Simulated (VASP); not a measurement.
Level of theory: LDA (Ceperley-Alder, Perdew-Zunger), VASP's LDA PAW potentials (set 64) (plane waves; VASP 6.6.1).

VASP ran on this input.

### POSCAR
```
C
1.0
  1.2245294726  -2.1189122068   0.0000000000
  1.2245294726   2.1189122068   0.0000000000
  0.0000000000   0.0000000000   6.6091341069
C
4
Cart
  1.2245294726  -0.3529494778   4.9884732519
  1.2245294726   0.3529494778   1.6206608550
  1.2245294726  -1.7659627290   4.9884732519
  1.2245294726   1.7659627290   1.6206608550
```

**INCAR**
```
! general
SYSTEM=C
PREC  =Accurate
ENCUT =520
LREAL =.False.
LASPH =.True.

! electronic loop
EDIFF =1E-6
NELM  =100
ALGO  =Normal

! smearing
ISMEAR=0
SIGMA =0.05

! ions
IBRION=2
NSW   =60
ISIF  =3
EDIFFG=-0.02

! output
LWAVE =.False.
LCHARG=.False.
```

**KPOINTS**
```
Automatic mesh
0
Gamma
9 9 3
0 0 0
```

POTCAR, in this order: C (LDA.64 set). Program: vasp_std.

The run wrote:

OSZICAR:
```
       N       E                     dE             d eps       ncg     rms          rms(c)
DAV:   1     0.442923519401E+02    0.44292E+02   -0.83212E+03  1200   0.123E+03
DAV:   2    -0.397588737186E+02   -0.84051E+02   -0.77198E+02  1724   0.234E+02
DAV:   3    -0.432460613233E+02   -0.34872E+01   -0.34623E+01  1536   0.478E+01
DAV:   4    -0.432841356896E+02   -0.38074E-01   -0.38042E-01  1484   0.611E+00
DAV:   5    -0.432849604607E+02   -0.82477E-03   -0.82454E-03  1516   0.863E-01    0.940E+00
DAV:   6    -0.411007732155E+02    0.21842E+01   -0.22534E+00  1396   0.104E+01    0.535E+00
DAV:   7    -0.404273150574E+02    0.67346E+00   -0.22937E+00  1420   0.106E+01    0.141E+00
DAV:   8    -0.404289254208E+02   -0.16104E-02   -0.79006E-02  1360   0.196E+00    0.152E-01
DAV:   9    -0.404283816819E+02    0.54374E-03   -0.18761E-03  1540   0.354E-01    0.677E-02
DAV:  10    -0.404283762419E+02    0.54400E-05   -0.13346E-04  1460   0.894E-02    0.357E-02
DAV:  11    -0.404283744989E+02    0.17430E-05   -0.39487E-06  1532   0.182E-02    0.175E-03
DAV:  12    -0.404283745027E+02   -0.37628E-08   -0.33654E-07  1008   0.470E-03
   1 F= -.40428375E+02 E0= -.40428374E+02  d E =-.404284E+02
```

### OUTCAR
```
------------------------ aborting loop because EDIFF is reached ----------------------------------------
  FORCE on cell =-STRESS in cart. coord.  units (eV):
  Direction    XX          YY          ZZ          XY          YZ          ZX
  --------------------------------------------------------------------------------------
  Total       -0.0411378     -0.0469681      0.0335691      0.0000000     -0.0000000      0.0000000
  in kB       -1.9217432     -2.1941008      1.5681697      0.0000000     -0.0000000      0.0000000
  external PRESSURE =      -0.8492247 kB  Pullay stress =       0.0000000 kB
  volume of cell :       34.30
      direct lattice vectors                 reciprocal lattice vectors
     1.224529473 -2.118912207  0.000000000     0.408320103 -0.235970135  0.000000000
     1.224529473  2.118912207  0.000000000     0.408320103  0.235970135  0.000000000
     0.000000000  0.000000000  6.609134107     0.000000000  0.000000000  0.151305751
 POSITION                                       TOTAL-FORCE (eV/Angst)
 -----------------------------------------------------------------------------------
      1.22453     -0.35295      4.98847         0.000000      0.002152     -0.017854
      1.22453      0.35295      1.62066         0.000000     -0.002152      0.017854
      1.22453     -1.76596      4.98847         0.000000     -0.002152     -0.017854
      1.22453      1.76596      1.62066         0.000000      0.002152      0.017854
 -----------------------------------------------------------------------------------
    total drift:                                0.000000     -0.000000      0.000000
  FREE ENERGIE OF THE ION-ELECTRON SYSTEM (eV)
  ---------------------------------------------------
  free  energy   TOTEN  =       -40.4283745027 eV

  energy  without entropy=      -40.4283732833  energy(sigma->0) =      -40.42837389

 reached required accuracy - stopping structural energy minimisation
```
(Selected blocks of OUTCAR.)

The structure comes from a computed database's C entry (Cmme); how it stands against other phases isn't given here. It was relaxed first, which changed the volume by -6 %. The start is the result of an earlier pass.
